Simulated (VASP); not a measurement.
Data:

```
CELL_PARAMETERS angstrom
      0.00000     2.84352     2.84352
      2.84352     0.00000     2.84352
      2.84352     2.84352     0.00000
ATOMIC_POSITIONS crystal
  Ti 0.00000 0.00000 0.00000
  As 0.25000 0.25000 0.25000
```

Calculation: PBEsol GGA, VASP's PBE PAW potentials (set 64) (plane waves; VASP). Numerical set-up: 400 eV cut-off, Gaussian smearing of 0.050 eV, potentials Ti_sv As.

**Question.** Give the energies of bands 6 to 11 at the high-symmetry points, in eV from the Fermi level.

**Answer.** 
```tsv
band	Γ	X	U	L	W
6	-2.55	-4.30	-3.82	-4.22	-3.51
7	-2.55	-1.81	-2.75	-2.27	-3.04
8	-2.55	-1.81	-1.93	-2.27	-1.96
9	0.41	-0.62	-0.47	0.63	-0.62
10	0.41	0.89	0.56	0.63	0.36
11	3.00	0.95	0.84	0.78	0.92
```

It has no gap at this level: it comes out as a metal or semimetal.

The structure was generated: TiAs was put into the zinc blende type (F-43m), which need not be its known phase. It was relaxed first, which changed the volume by -31 %. The electron count is odd and the run is not spin-polarised, which forces a metal.
